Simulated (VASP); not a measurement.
Runs of VASP 6.6.1 on CeZn2Ni. It takes space group P4/mmm (No. 123, tetragonal). Conventional cell: a = 3.864 Å, b = 3.864 Å, c = 4.919 Å, α = 90.00°, β = 90.00°, γ = 90.00°. Around Ce (site symmetry 4/mmm) lie 4 Ni at 2.73 Å and 8 Zn at 3.13 Å. Around Zn (site symmetry mmm) lie 4 Zn at 2.73 Å and 4 Ce at 3.13 Å and 4 Ni at 3.13 Å. Around Ni (site symmetry 4/mmm) lie 4 Ce at 2.73 Å and 8 Zn at 3.13 Å. The cell comes from a database or a generator and needn't be the stable form of this composition.

| level | U | gap on the mesh (eV) | pressure (GPa) | moment (μB) | relaxed volume (Å³/atom) |
| --- | --- | --- | --- | --- | --- |
| PBEsol+U | Ce f U = 5 eV, Ni d U = 5 eV | none | -0.1 | 0.00 | 17.26 |
| PBEsol+U | Ce f U = 3 eV, Ni d U = 3 eV | none | 0.0 | (a) | 17.34 |
| PBEsol+U | Ce f U = 2 eV, Ni d U = 2 eV | none | 0.0 | 0.00 | 17.38 |
| PBEsol+U | Ce f U = 6 eV, Ni d U = 6 eV | none | 0.0 | 0.00 | 17.19 |
| PBEsol+U | Ce f U = 8 eV, Ni d U = 8 eV | none | 0.0 | 0.00 | 17.08 |
| PBEsol | - | none | 0.0 | 0.00 | (b) |
| PBEsol+U | Ce f U = 4 eV, Ni d U = 4 eV | none | -0.1 | 0.00 | 17.31 |

Alike in all rows: task relaxation of cell and atoms; potentials or basis VASP PAW PBE potentials, release 64 (Ce, Zn, Ni); spin collinear, ferromagnetic start; cell relaxed; k mesh 5 × 5 × 5; cutoff (eV) 600; smearing fermi-dirac 0.05 eV.

Q: Estimate the missing entries.

A: (a) 0.01; (b) 17.45.

Caveats: the magnetic or orbital state may not be the lowest; the PAW data sets were made with another functional, which shifts forces and pressure a little; spin-orbit coupling is left out, which moves the levels of the heavy elements; without U or exact exchange the open f shell lies at the Fermi level, which spoils levels, moments and volumes (some runs).

A k mesh can miss the band edges, and the runs leave out spin-orbit coupling on Ce.

A gap of «none» marks a metal or a gap under the smearing width.
